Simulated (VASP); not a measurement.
Here is the system:

```yaml
crystal:
  lattice:
    - [-3.05549, 3.05549, 3.05549]
    - [3.05549, -3.05549, 3.05549]
    - [3.05549, 3.05549, -3.05549]
  atoms:
    - { symbol: Cs, position: [0.00000, 0.00000, 0.00000] }
```

The numbers are results of PBE GGA, VASP's PBE PAW potentials (set 64) (plane waves; VASP 6.6.1), not measurements. Settings: 300 eV cut-off, 5×5×5 Γ-centred mesh, Fermi-Dirac smearing of 0.14 eV, potentials Cs_sv.

**Question.** Give the energies of bands 5 to 7 at the high-symmetry points, in eV from the Fermi level.

**Answer.** 
| band | Γ | H | N | P |
|---|---|---|---|---|
| 5 | -1.68 | 0.65 | 0.04 | 1.00 |
| 6 | 2.51 | 0.65 | 0.89 | 1.00 |
| 7 | 2.51 | 3.04 | 1.65 | 1.00 |

It has no gap at this level: it comes out as a metal or semimetal.

The structure is a typed Cs crystal (Im-3m). The cell was not relaxed at this level.
